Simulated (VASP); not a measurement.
Data:

```xyz
4
Lattice="4.5821 0.0000 0.0000 0.0000 4.5821 0.0000 0.0000 0.0000 5.7739" Properties=species:S:1:pos:R:3 pbc="T T T"
Gd     2.2911     0.0000     1.3673
Gd     0.0000     2.2911     4.4066
P      0.0000     0.0000     0.0000
P      2.2911     2.2911     0.0000
```

The numbers are results of PBE GGA, VASP's PBE PAW potentials (set 64) (plane waves; VASP), not measurements. Run with 400 eV cut-off, 3×3×2 Monkhorst-Pack mesh, Gaussian smearing of 0.050 eV, potentials Gd_3 P.

The 4f electrons are frozen in the core of the lanthanide potential, so 4f levels, which can set the real gap, and their magnetism are missing. Gaps are read on the run's mesh, which can miss a band edge.

Task: Predict the energy per atom (σ→0), pressure, largest force, band gap (on the k-mesh) with the smallest direct gap where there is one.

Result: 
| Property | Value |
|---|---|
| band gap (on the k-mesh) | none (metal, semimetal or under 0.01 eV) |
| energy per atom (σ→0) | -5425 meV/atom |
| pressure | 3.80 GPa |
| largest force | 0.312 eV/Å |

The absolute energy has meaning only against runs of the same code, potentials and settings.

The structure was generated: GdP was put into the litharge type (P4/nmm), which need not be its known phase. The cell was not relaxed at this level. The k-mesh is coarse (spacing up to 0.54 per Å, 2π included), so the numbers may not be converged in it. The run is one of a series of settings (KPOINTS 3×3×2 Monkhorst-Pack mesh against the base run), some of them coarse on purpose.
